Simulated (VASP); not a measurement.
# Ba: Ba into a neighbouring Ba vacancy, part 4 of 5

Wanted: the minimum-energy path in Ba for this move: Ba into a neighbouring Ba vacancy.

VASP 6.6.1; PBEsol; plane waves and PAW (Ba_sv).

So far. Step 4 (Relax the start): The run ended after 10 ionic steps, 0.224 eV below its first step, once the forces on the free atoms met EDIFFG = -0.05. Step 5 (Relax the end): The run ended after 10 ionic steps, 0.242 eV below its first step, once the forces on the free atoms met EDIFFG = -0.05.

## 6. Nudged elastic band

Images on a straight line between the ends relax across the path, while springs keep them spaced along it.

INCAR reads:

```
SYSTEM = Ba
PREC = Normal
ENCUT = 280
EDIFF = 1E-05
NELM = 120
ISMEAR = 1
SIGMA = 0.15
LREAL = Auto
ALGO = Fast
GGA = PS
NBANDS = 312
LWAVE = .FALSE.
LCHARG = .FALSE.
NCORE = 2
LASPH = .TRUE.
IMAGES = 3
SPRING = -5
IBRION = 1
POTIM = 0.3
NSW = 50
EDIFFG = -0.05
ISYM = 0
ISIF = 0
```

POSCAR reads:

```
Ba
1.0
   14.7005188674      0.0000000000      0.0000000000
    0.0000000000     14.7005188674      0.0000000000
    0.0000000000      0.0000000000     14.7005188674
Ba
53
Direct
    0.3454996057      0.9998997151      0.9997541041
    0.6542640402      0.0002333085      0.9994967441
    0.0004280105      0.3451931286      0.9991516215
    0.0003005159      0.9997834973      0.3451793634
    0.1596860133      0.1600996808      0.1596483459
    0.3321652284      0.3323434077      0.9996529366
    0.3325058526      0.0000189656      0.3322301690
    0.4998997741      0.1685861213      0.1682330633
    0.6683053259      0.3324555331      0.9996923811
    0.6676798375      0.0000668401      0.3315838610
    0.8404413123      0.1596129045      0.1597145144
    0.9998658833      0.6544990541      0.9991667952
    0.0000353675      0.3326822827      0.3321676317
    0.1682873840      0.5000803800      0.1679898218
    0.3322169335      0.6673118668      0.9995837928
    0.0003523102      0.9994708005      0.6540562267
    0.1688098327      0.1685360547      0.4994733945
    0.3324190479      0.3327195144      0.3323504172
    0.5002806969      0.4995666810      0.1661473137
    0.6678393247      0.6676393920      0.9997293262
    0.3324024322      0.9999958330      0.6670904732
    0.4998933029      0.1667399969      0.4991343756
    0.6680428051      0.3323047823      0.3322830871
    0.8316322733      0.4996959282      0.1682144476
    0.6674802128      0.9998844689      0.6669947397
    0.8315437200      0.1681845539      0.4998466214
    0.0000307204      0.6678895582      0.3318721012
    0.1602406095      0.8400084657      0.1595642568
    0.9998472196      0.3319774739      0.6672352675
    0.1668391112      0.4999335651      0.4998638879
    0.3324334764      0.6669090246      0.3322093514
    0.4998707374      0.8309946365      0.1684403704
    0.1597633118      0.1597124685      0.8398592600
    0.3324983653      0.3328539269      0.6669222784
    0.5003653343      0.4996395811      0.4991422857
    0.6677648086      0.6673290756      0.3321363148
    0.8401393055      0.8401147614      0.1592880971
    0.4997544936      0.1686375042      0.8307726263
    0.6675826140      0.3322496806      0.6673955076
    0.8331490957      0.5004037166      0.4996961338
    0.8400357720      0.1594800183      0.8396500450
    0.9999115352      0.6676074152      0.6674321654
    0.1697291351      0.8306825975      0.4996226663
    0.1688809545      0.4998357046      0.8306607992
    0.3328420602      0.6673407882      0.6671708737
    0.4998998537      0.8332481494      0.4991865088
    0.5004301687      0.4997553454      0.8330981294
    0.6672331262      0.6674215798      0.6671049709
    0.8311570386      0.8314643701      0.4995030804
    0.8311484885      0.4998581090      0.8304803800
    0.1600311874      0.8404689173      0.8404720850
    0.5001148476      0.8315847028      0.8311110338
    0.8402940650      0.8406265906      0.8401127839
```

KPOINTS reads:

```
Automatic mesh
0
Monkhorst-Pack
2 2 2
0 0 0
```

00/POSCAR reads:

```
Ba
1.0
   14.7005188674      0.0000000000      0.0000000000
    0.0000000000     14.7005188674      0.0000000000
    0.0000000000      0.0000000000     14.7005188674
Ba
53
Direct
    0.3454996057      0.9998997151      0.9997541041
    0.6542640402      0.0002333085      0.9994967441
    0.0004280105      0.3451931286      0.9991516215
    0.0003005159      0.9997834973      0.3451793634
    0.1596860133      0.1600996808      0.1596483459
    0.3321652284      0.3323434077      0.9996529366
    0.3325058526      0.0000189656      0.3322301690
    0.4998997741      0.1685861213      0.1682330633
    0.6683053259      0.3324555331      0.9996923811
    0.6676798375      0.0000668401      0.3315838610
    0.8404413123      0.1596129045      0.1597145144
    0.9998658833      0.6544990541      0.9991667952
    0.0000353675      0.3326822827      0.3321676317
    0.1682873840      0.5000803800      0.1679898218
    0.3322169335      0.6673118668      0.9995837928
    0.0003523102      0.9994708005      0.6540562267
    0.1688098327      0.1685360547      0.4994733945
    0.3324190479      0.3327195144      0.3323504172
    0.5002806969      0.4995666810      0.1661473137
    0.6678393247      0.6676393920      0.9997293262
    0.3324024322      0.9999958330      0.6670904732
    0.4998933029      0.1667399969      0.4991343756
    0.6680428051      0.3323047823      0.3322830871
    0.8316322733      0.4996959282      0.1682144476
    0.6674802128      0.9998844689      0.6669947397
    0.8315437200      0.1681845539      0.4998466214
    0.0000307204      0.6678895582      0.3318721012
    0.1602406095      0.8400084657      0.1595642568
    0.9998472196      0.3319774739      0.6672352675
    0.1668391112      0.4999335651      0.4998638879
    0.3324334764      0.6669090246      0.3322093514
    0.4998707374      0.8309946365      0.1684403704
    0.1597633118      0.1597124685      0.8398592600
    0.3324983653      0.3328539269      0.6669222784
    0.5003653343      0.4996395811      0.4991422857
    0.6677648086      0.6673290756      0.3321363148
    0.8401393055      0.8401147614      0.1592880971
    0.4997544936      0.1686375042      0.8307726263
    0.6675826140      0.3322496806      0.6673955076
    0.8331490957      0.5004037166      0.4996961338
    0.8400357720      0.1594800183      0.8396500450
    0.9999115352      0.6676074152      0.6674321654
    0.1697291351      0.8306825975      0.4996226663
    0.1688809545      0.4998357046      0.8306607992
    0.3328420602      0.6673407882      0.6671708737
    0.4998998537      0.8332481494      0.4991865088
    0.5004301687      0.4997553454      0.8330981294
    0.6672331262      0.6674215798      0.6671049709
    0.8311570386      0.8314643701      0.4995030804
    0.8311484885      0.4998581090      0.8304803800
    0.1600311874      0.8404689173      0.8404720850
    0.5001148476      0.8315847028      0.8311110338
    0.8402940650      0.8406265906      0.8401127839
```

01/POSCAR reads:

```
Ba
1.0
   14.7005188674      0.0000000000      0.0000000000
    0.0000000000     14.7005188674      0.0000000000
    0.0000000000      0.0000000000     14.7005188674
Ba
53
Direct
    0.3407241432      1.0017076421      1.0013254692
    0.6574373165     -0.0003059774      0.9990513382
    0.0020806633      0.3404885898      1.0010181662
    0.0020942551      1.0014336169      0.3403170714
    0.1215881257      0.1217296164      0.1214898107
    0.3308049143      0.3308705704      1.0012010874
    0.3310977106      0.0017824859      0.3305911006
    0.5030051817      0.1682000630      0.1676985074
    0.6679666668      0.3330967100      0.9991144462
    0.6674019289     -0.0004058952      0.3323631451
    0.8356017544      0.1613420854      0.1612578452
    0.9994379330      0.6575434230      0.9989564152
    0.0018608527      0.3310450792      0.3306702354
    0.1679296893      0.5030531996      0.1676302391
    0.3330192456      0.6669844013      0.9990639631
   -0.0002056473      0.9988494314      0.6571045564
    0.1681833624      0.1680036985      0.5026067217
    0.3309128490      0.3310160908      0.3308682127
    0.5000487381      0.4992299706      0.1662419147
    0.6674636648      0.6672885134      0.9997591956
    0.3330854893      0.9994883188      0.6669012949
    0.4996990188      0.1667265875      0.4991869934
    0.6678034849      0.3329855001      0.3329875980
    0.8323423973      0.4994615647      0.1678014967
    0.6673672088      0.9998355240      0.6669277227
    0.8322013998      0.1676612103      0.4995838755
   -0.0004082863      0.6676045881      0.3326758463
    0.1620048147      0.8352352745      0.1612870388
    0.9992977296      0.3328573690      0.6669272198
    0.1668539498      0.4996967778      0.4995060442
    0.3332784288      0.6667449895      0.3328932315
    0.4996663166      0.8317953404      0.1677263850
    0.1614418004      0.1614918896      0.8350029393
    0.3331694348      0.3334012817      0.6667766044
    0.5001291779      0.4994892961      0.4991249629
    0.6672798181      0.6672176854      0.3322396330
    0.8385764630      0.8386185084      0.1610655624
    0.4996693832      0.1681900088      0.8315216007
    0.6674568846      0.3324817074      0.6670637886
    0.8333823031      0.5001415939      0.4994531378
    0.8387442306      0.1612229505      0.8381759442
    0.9999522054      0.6674127560      0.6670605551
    0.1690379347      0.8315182376      0.4993167103
    0.1682838575      0.4996867076      0.8314291685
    0.3330599513      0.6671977439      0.6669270800
    0.4997592832      0.8334355236      0.4991509643
    0.5001901748      0.4994841532      0.8332009911
    0.6671117373      0.6673805985      0.6668935091
    0.8318843750      0.8321088304      0.4991801050
    0.8319413020      0.4997609103      0.8312487490
    0.1616370840      0.8388275652      0.8388472110
    0.4999660990      0.8321087853      0.8318215390
    0.8388128724      0.8389661892      0.8386485695
```

02/POSCAR reads:

```
Ba
1.0
   14.7005188674      0.0000000000      0.0000000000
    0.0000000000     14.7005188674      0.0000000000
    0.0000000000      0.0000000000     14.7005188674
Ba
53
Direct
    0.3359486806      1.0035155691      1.0028968342
    0.6606105928     -0.0008452633      0.9986059324
    0.0037333160      0.3357840511      1.0028847109
    0.0038879944      1.0030837365      0.3354547794
    0.0834902380      0.0833595519      0.0833312756
    0.3294446002      0.3293977332      1.0027492382
    0.3296895687      0.0035460062      0.3289520322
    0.5061105892      0.1678140047      0.1671639514
    0.6676280076      0.3337378869      0.9985365114
    0.6671240203     -0.0008786304      0.3331424292
    0.8307621964      0.1630712664      0.1628011759
    0.9990099826      0.6605877920      0.9987460352
    0.0036863378      0.3294078756      0.3291728392
    0.1675719946      0.5060260192      0.1672706564
    0.3338215576      0.6666569359      0.9985441334
   -0.0007636048      0.9982280624      0.6601528860
    0.1675568920      0.1674713424      0.5057400488
    0.3294066501      0.3293126673      0.3293860082
    0.4998167792      0.4988932602      0.1663365157
    0.6670880050      0.6669376348      0.9997890650
    0.3337685464      0.9989808045      0.6667121166
    0.4995047347      0.1667131782      0.4992396111
    0.6675641646      0.3336662179      0.3336921090
    0.8330525212      0.4992272012      0.1673885458
    0.6672542048      0.9997865791      0.6668607057
    0.8328590796      0.1671378668      0.4993211296
   -0.0008472930      0.6673196180      0.3334795914
    0.1637690198      0.8304620832      0.1630098207
    0.9987482395      0.3337372642      0.6666191722
    0.1668687884      0.4994599904      0.4991482006
    0.3341233811      0.6665809544      0.3335771116
    0.4994618958      0.8325960444      0.1670123995
    0.1631202890      0.1632713106      0.8301466186
    0.3338405042      0.3339486364      0.6666309304
    0.4998930215      0.4993390111      0.4991076401
    0.6667948276      0.6671062953      0.3323429513
    0.8370136206      0.8371222555      0.1628430276
    0.4995842727      0.1677425133      0.8322705752
    0.6673311551      0.3327137341      0.6667320696
    0.8336155104      0.4998794712      0.4992101419
    0.8374526893      0.1629658827      0.8367018433
    0.9999928755      0.6672180968      0.6666889448
    0.1683467343      0.8323538776      0.4990107543
    0.1676867604      0.4995377107      0.8321975378
    0.3332778424      0.6670546996      0.6666832862
    0.4996187128      0.8336228977      0.4991154198
    0.4999501810      0.4992129610      0.8333038528
    0.6669903484      0.6673396172      0.6666820473
    0.8326117113      0.8327532907      0.4988571296
    0.8327341156      0.4996637116      0.8320171179
    0.1632429806      0.8371862130      0.8372223370
    0.4998173504      0.8326328678      0.8325320441
    0.8373316798      0.8373057877      0.8371843551
```

03/POSCAR reads:

```
Ba
1.0
   14.7005188674      0.0000000000      0.0000000000
    0.0000000000     14.7005188674      0.0000000000
    0.0000000000      0.0000000000     14.7005188674
Ba
53
Direct
    0.3311732181      1.0053234961      1.0044681992
    0.6637838691     -0.0013845491      0.9981605266
    0.0053859688      0.3310795124      1.0047512556
    0.0056817336      1.0047338561      0.3305924874
    0.0453923504      0.0449894875      0.0451727404
    0.3280842860      0.3279248959      1.0042973889
    0.3282814268      0.0053095265      0.3273129638
    0.5092159968      0.1674279464      0.1666293954
    0.6672893484      0.3343790638      0.9979585766
    0.6668461117     -0.0013513657      0.3339217133
    0.8259226385      0.1648004474      0.1643445066
    0.9985820323      0.6636321610      0.9985356552
    0.0055118230      0.3277706720      0.3276754429
    0.1672142999      0.5089988389      0.1669110737
    0.3346238697      0.6663294704      0.9980243037
   -0.0013215623      0.9976066933      0.6632012156
    0.1669304216      0.1669389862      0.5088733760
    0.3279004512      0.3276092437      0.3279038036
    0.4995848204      0.4985565497      0.1664311167
    0.6667123451      0.6665867562      0.9998189343
    0.3344516035      0.9984732902      0.6665229382
    0.4993104506      0.1666997688      0.4992922288
    0.6673248443      0.3343469357      0.3343966199
    0.8337626452      0.4989928376      0.1669755949
    0.6671412008      0.9997376342      0.6667936887
    0.8335167595      0.1666145232      0.4990583837
   -0.0012862997      0.6670346480      0.3342833365
    0.1655332250      0.8256888920      0.1647326026
    0.9981987494      0.3346171593      0.6663111245
    0.1668836269      0.4992232030      0.4987903570
    0.3349683335      0.6664169192      0.3342609917
    0.4992574750      0.8333967483      0.1662984140
    0.1647987776      0.1650507317      0.8252902980
    0.3345115736      0.3344959912      0.6664852563
    0.4996568651      0.4991887261      0.4990903173
    0.6663098372      0.6669949051      0.3324462696
    0.8354507782      0.8356260026      0.1646204929
    0.4994991622      0.1672950178      0.8330195496
    0.6672054256      0.3329457608      0.6664003505
    0.8338487178      0.4996173484      0.4989671460
    0.8361611479      0.1647088149      0.8352277424
    1.0000335456      0.6670234377      0.6663173346
    0.1676555338      0.8331895176      0.4987047983
    0.1670896634      0.4993887138      0.8329659071
    0.3334957334      0.6669116552      0.6664394925
    0.4994781423      0.8338102718      0.4990798753
    0.4997101872      0.4989417687      0.8334067145
    0.6668689595      0.6672986360      0.6664705855
    0.8333390476      0.8333977511      0.4985341543
    0.8335269292      0.4995665128      0.8327854868
    0.1648488772      0.8355448609      0.8355974629
    0.4996686018      0.8331569504      0.8332425493
    0.8358504871      0.8356453863      0.8357201407
```

04/POSCAR reads:

```
Ba
1.0
   14.7005188674      0.0000000000      0.0000000000
    0.0000000000     14.7005188674      0.0000000000
    0.0000000000      0.0000000000     14.7005188674
Ba
53
Direct
    0.3263977556      1.0071314231      1.0060395643
    0.6669571454     -0.0019238350      0.9977151207
    0.0070386216      0.3263749736      1.0066178003
    0.0074754728      1.0063839757      0.3257301954
    0.0072944627      0.0066194230      0.0070142053
    0.3267239719      0.3264520586      1.0058455397
    0.3268732848      0.0070730468      0.3256738954
    0.5123214044      0.1670418881      0.1660948395
    0.6669506893      0.3350202407      0.9973806417
    0.6665682031     -0.0018241010      0.3347009974
    0.8210830806      0.1665296283      0.1658878374
    0.9981540820      0.6666765299      0.9983252752
    0.0073373082      0.3261334685      0.3261780466
    0.1668566052      0.5119716585      0.1665514910
    0.3354261818      0.6660020050      0.9975044740
   -0.0018795198      0.9969853242      0.6662495453
    0.1663039513      0.1664066300      0.5120067032
    0.3263942523      0.3259058201      0.3264215991
    0.4993528615      0.4982198393      0.1665257177
    0.6663366852      0.6662358776      0.9998488037
    0.3351346606      0.9979657760      0.6663337599
    0.4991161665      0.1666863594      0.4993448466
    0.6670855241      0.3350276535      0.3351011309
    0.8344727692      0.4987584741      0.1665626440
    0.6670281968      0.9996886893      0.6667266717
    0.8341744393      0.1660911796      0.4987956378
   -0.0017253064      0.6667496779      0.3350870816
    0.1672974302      0.8209157008      0.1664553846
    0.9976492594      0.3354970544      0.6660030768
    0.1668984655      0.4989864157      0.4984325133
    0.3358132859      0.6662528841      0.3349448718
    0.4990530542      0.8341974522      0.1655844286
    0.1664772662      0.1668301528      0.8204339773
    0.3351826431      0.3350433460      0.6663395823
    0.4994207087      0.4990384411      0.4990729945
    0.6658248467      0.6668835150      0.3325495878
    0.8338879357      0.8341297496      0.1663979582
    0.4994140518      0.1668475224      0.8337685240
    0.6670796962      0.3331777876      0.6660686315
    0.8340819252      0.4993552257      0.4987241500
    0.8348696065      0.1664517471      0.8337536416
    1.0000742158      0.6668287785      0.6659457243
    0.1669643334      0.8340251577      0.4983988423
    0.1664925663      0.4992397168      0.8337342764
    0.3337136245      0.6667686109      0.6661956988
    0.4993375718      0.8339976460      0.4990443308
    0.4994701933      0.4986705765      0.8335095762
    0.6667475706      0.6672576547      0.6662591237
    0.8340663840      0.8340422114      0.4982111789
    0.8343197427      0.4994693141      0.8335538558
    0.1664547738      0.8339035088      0.8339725889
    0.4995198532      0.8336810329      0.8339530545
    0.8343692945      0.8339849848      0.8342559263
```

Potentials, in the order of the species: Ba_sv (PBE family, release 64).

Started as:

```bash
> mpirun -np 6 vasp_std
```

Log:

```text
[banner, memory and clock lines left out]
running    6 mpi-ranks, on    1 nodes
 each image running on    2 cores
[...]
01/POSCAR found :  1 types and      53 ions
 [... a notice as in an earlier step ...]

 LDA part: xc-table for (Slater+PW92), standard interpolation
[...]
00/POSCAR found :  1 types and      53 ions
[...]
04/POSCAR found :  1 types and      53 ions
 POSCAR, INCAR and KPOINTS ok, starting setup
[...]
entering main loop
       N       E                     dE             d eps       ncg     rms          rms(c)
DAV:   1     0.378995229234E+04    0.37900E+04   -0.15887E+05  2576   0.876E+02
DAV:   2     0.250920620621E+03   -0.35390E+04   -0.34876E+04  3056   0.247E+02
DAV:   3    -0.899102583129E+02   -0.34083E+03   -0.33277E+03  3448   0.741E+01
DAV:   4    -0.112923406386E+03   -0.23013E+02   -0.22618E+02  3968   0.152E+01
[...]
RMM:   8    -0.112991924124E+03    0.18321E+00   -0.97078E-01  3192   0.790E-01    0.862E-01
RMM:   9    -0.112994662969E+03   -0.27388E-02   -0.25126E-01  3184   0.369E-01    0.285E-01
RMM:  10    -0.113003273474E+03   -0.86105E-02   -0.11954E-01  3175   0.154E-01    0.191E-01
WARNING in EDDRMM: call to ZHEGV failed, returncode =   8  4    262
RMM:  11    -0.113004857401E+03   -0.15839E-02   -0.38738E-02  2982   0.946E-02    0.112E-01
RMM:  12    -0.113007080113E+03   -0.22227E-02   -0.24945E-02  2976   0.641E-02    0.359E-02
RMM:  13    -0.113008125247E+03   -0.10451E-02   -0.11822E-02  3298   0.352E-02    0.281E-02
RMM:  14    -0.113008838474E+03   -0.71323E-03   -0.77402E-03  2762   0.228E-02    0.175E-02
[...]
RMM:  23    -0.113009789898E+03   -0.65242E-05   -0.69141E-05   811   0.235E-03
   1 F= -.11300979E+03 E0= -.11302137E+03  d E =-.113010E+03
[... from here on, the cycles between the ionic steps are left out ...]
   2 F= -.11301657E+03 E0= -.11302833E+03  d E =-.678313E-02
[...]
WARNING in EDDRMM: call to ZHEGV failed, returncode =   6  3    246
[...]
WARNING in EDDRMM: call to ZHEGV failed, returncode =   6  3    229
[...]
WARNING in EDDRMM: call to ZHEGV failed, returncode =   8  4    233
WARNING in EDDRMM: call to ZHEGV failed, returncode =   6  3    258
[...]
WARNING in EDDRMM: call to ZHEGV failed, returncode =   8  4    262
WARNING in EDDRMM: call to ZHEGV failed, returncode =   8  4    258
   3 F= -.11308793E+03 E0= -.11309973E+03  d E =-.713608E-01
[...]
WARNING in EDDRMM: call to ZHEGV failed, returncode =   6  3    266
[...]
WARNING in EDDRMM: call to ZHEGV failed, returncode =   8  4    262
WARNING in EDDRMM: call to ZHEGV failed, returncode =   6  3    272
WARNING in EDDRMM: call to ZHEGV failed, returncode =   8  4    245
WARNING in EDDRMM: call to ZHEGV failed, returncode =   8  4    240
   4 F= -.11308682E+03 E0= -.11309849E+03  d E =0.111388E-02
[...]
WARNING in EDDRMM: call to ZHEGV failed, returncode =   8  4    271
   5 F= -.11308754E+03 E0= -.11309918E+03  d E =-.719807E-03
   6 F= -.11308925E+03 E0= -.11310088E+03  d E =-.170777E-02
   7 F= -.11309171E+03 E0= -.11310334E+03  d E =-.245961E-02
[...]
WARNING in EDDRMM: call to ZHEGV failed, returncode =   6  3    270
   8 F= -.11310242E+03 E0= -.11311408E+03  d E =-.107102E-01
   9 F= -.11310692E+03 E0= -.11311862E+03  d E =-.450475E-02
  10 F= -.11311054E+03 E0= -.11312230E+03  d E =-.361719E-02
  11 F= -.11311207E+03 E0= -.11312387E+03  d E =-.152925E-02
 BRION: g(F)=  0.162E-02 g(S)=  0.000E+00
 BRIONS problems: POTIM should be increased
 retain N=  1 mean eig=27.60
 eig:  27.598
 reached required accuracy - stopping structural energy minimisation
```

Elapsed: 73 min, on 6 MPI ranks of Intel Xeon Platinum 8488C (Sapphire Rapids), shared host; peak memory 4.2 GiB; 7.2 h of CPU time.

(Continued in part 5 of 5.)

[Lines on the potential files, build, host, timing and source positions are cut from VASP's logs without a mark.]

[Logs are printed without paths, hosts, clocks, repeated set-up lines and the standing remarks that a program may print on its own settings, such as how far it seeks lower states.]

[Hosts, paths, dates, database ids (printed as entryN), source tags and the programs' standing remarks are cut or masked in the printed files.]

[Runs that stopped without an error message from VASP are left out.]
